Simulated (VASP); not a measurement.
An input for Quantum ESPRESSO's pw.x (written as the equivalent of a VASP run, and not itself run):

```
&CONTROL
  calculation = 'vc-relax'
  pseudo_dir = './pseudo'
  outdir = './out'
  tprnfor = .true.
  tstress = .true.
  nstep = 60
  forc_conv_thr = 0.00078
/
&SYSTEM
  ibrav = 0
  nat = 4
  ntyp = 2
  ecutwfc = 84
  occupations = 'smearing'
  smearing = 'gaussian'
  degauss = 0.003675
  input_dft = 'pbe'
  vdw_corr = 'grimme-d3'
  dftd3_version = 3
  dftd3_threebody = .false.
/
&ELECTRONS
  conv_thr = 7.3e-08
  electron_maxstep = 100
/
&IONS
/
&CELL
/
ATOMIC_SPECIES
  Al 26.982 Al.upf
  N 14.007 N.upf
CELL_PARAMETERS angstrom
     1.5576545   -2.6979367    0.0000000
     1.5576545    2.6979367    0.0000000
     0.0000000    0.0000000    4.9899129
ATOMIC_POSITIONS crystal
  Al   0.6666670  0.3333330  0.5001071
  Al   0.3333330  0.6666670  0.0001071
  N    0.6666670  0.3333330  0.8818929
  N    0.3333330  0.6666670  0.3818929
K_POINTS automatic
  7 7 4 0 0 0
```

**Question.** Translate this input to VASP (INCAR, KPOINTS, POSCAR, choice of POTCAR).

**Answer.** Several could match; the one computed here: 
INCAR:
```
IBRION = 2
IVDW = 11
ALGO = Normal   # blocked Davidson
ISMEAR = 0
ENCUT = 520   # plane-wave cut-off (eV)
SIGMA = 0.05
LREAL = .False.
LCHARG = .False.
NELM = 100
ISIF = 3
LWAVE = .False.
PREC = Accurate
SYSTEM = AlN
GGA = PE   # PBE
NSW = 60
EDIFFG = -0.02   # ionic stop
EDIFF = 1E-6
LASPH = .True.   # aspherical one-centre terms
```

File KPOINTS:
```
Automatic mesh
0
Gamma
7 7 4
0 0 0
```

File POSCAR:
```
AlN
1
    1.5576545083    -2.6979367431     0.0000000000
    1.5576545083     2.6979367431     0.0000000000
    0.0000000000     0.0000000000     4.9899128774
Al N
2 2
Direct
  0.6666670000   0.3333330000   0.5001070540
  0.3333330000   0.6666670000   0.0001070540
  0.6666670000   0.3333330000   0.8818929460
  0.3333330000   0.6666670000   0.3818929460
```

POTCAR, in this order: Al N (PBE.64 set). Program: vasp_std.

The two are equivalent in intent, not identical: the potentials are each code's own (VASP's PAW set, PseudoDojo norm-conserving files in pw.x), so ENCUT and ecutwfc are chosen apart and not converted; conv_thr bounds pw.x's estimated SCF error, while EDIFF bounds the energy change between steps; forc_conv_thr acts on force components and is met together with etot_conv_thr.

The compound is AlN in the wurtzite structure. It was relaxed first. The start is the result of an earlier pass.
